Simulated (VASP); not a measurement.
Input of a VASP 6.6.1 run:

The input INCAR:

```
SYSTEM = Sn3P2
  PREC = Normal
  ENCUT = 520
  EDIFF = 1E-4
  ISMEAR = 0
  SIGMA = 0.15
  LREAL = Auto
  LASPH = .True.
  NELM = 60
  ALGO = Fast
  ISIF = 3
  LWAVE = .False.
  LCHARG = .False.
  GGA = PE
  IBRION = 2
  NSW = 24
  EDIFFG = -0.08
```

KPOINTS

```
regular mesh
0
Gamma
  2 2 4
  0 0 0
```

Contents of POSCAR:

```
Sn3P2
1.0
    7.6500000000      0.0000000000      0.0000000000
    0.0000000000      7.6500000000      0.0000000000
    0.0000000000      0.0000000000      4.0500000000
Sn P
6 4
Direct
    0.3190000000      0.1810000000      0.5000000000
    0.6810000000      0.8190000000      0.5000000000
    0.1810000000      0.6810000000      0.5000000000
    0.8190000000      0.3190000000      0.5000000000
    0.0000000000      0.0000000000      0.0000000000
    0.5000000000      0.5000000000      0.0000000000
    0.3950000000      0.8950000000      0.0000000000
    0.6050000000      0.1050000000      0.0000000000
    0.1050000000      0.3950000000      0.0000000000
    0.8950000000      0.6050000000      0.0000000000
```

Potentials or basis: VASP PAW PBE potentials, release 64 (Sn_d, P).

Run with:

```bash
$ cat potpaw_PBE.64/Sn_d/POTCAR potpaw_PBE.64/P/POTCAR > POTCAR
$ mpirun -np 1 vasp_std > vasp.out
```

Problem. What does it give for the band gap on the k mesh?

Solution. None (metal or under the smearing width).

Problem. Predict the space group after relaxing (to 0.05 Å).

Solution. P4/mbm (No. 127).

Step by step:
| step | energy change (eV) | largest force (eV/Å) | pressure (GPa) | volume (Å³) |
| --- | --- | --- | --- | --- |
| 1 | 0.0000 | 0.7048 | 0.20 | 237.02 |
| 2 | -0.0861 | 0.3211 | -0.77 | 238.05 |
| 3 | -0.1200 | 0.1757 | -1.28 | 238.93 |
| 4 | -0.1407 | 0.1676 | -1.97 | 240.70 |
| 5 | -0.2024 | 0.0787 | -0.50 | 234.99 |
| 6 | -0.2070 | 0.0639 | -0.55 | 233.95 |
| 7 | -0.2112 | 0.0512 | 0.34 | 231.86 |
| 8 | -0.2107 | 0.1086 | -0.02 | 232.52 |
| 9 | -0.2110 | 0.0530 | -0.01 | 232.26 |
| 10 | -0.2111 | 0.0362 | 0.13 | 232.09 |

Caveat: the k mesh is coarse (spacing up to 0.41 Å⁻¹), so the values aren't converged; the relaxation stopped at a loose force limit of 0.08 eV/Å, so its end isn't a converged minimum.
